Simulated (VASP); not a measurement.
Input of a VASP 6.6.1 run:

The input INCAR:

```
ALGO = Normal
EDIFF = 1E-7
EDIFFG = -0.005
ENCUT = 600
GGA = PE
IBRION = 2
ISIF = 3
ISMEAR = 1
LASPH = True
LCHARG = False
LREAL = False
LWAVE = False
NELM = 80
NSW = 90
PREC = Accurate
PSTRESS = 73.0
SIGMA = 0.1
```

File KPOINTS:

```
k-points
0
Gamma
  18 18 18
```

File POSCAR:

```
Cu                                      
1.0
   -0.0000000000      1.7894015735      1.7894015735
    1.7894015735     -0.0000000000      1.7894015735
    1.7894015735      1.7894015735      0.0000000000
  Cu            
     1
Direct
     0.0000000000000000    0.0000000000000000    0.0000000000000000
```

Potentials or basis: VASP PAW PBE potentials, release 64 (Cu).

Command:

```bash
$ cat potpaw_PBE.64/Cu/POTCAR > POTCAR
$ mpirun -np 1 vasp_std > vasp.out
```

(1) Predict the band gap on the k mesh.

Results:

(1) none (metal or under the smearing width).

Caveat: the relaxation stopped at its first step, so nothing moved.
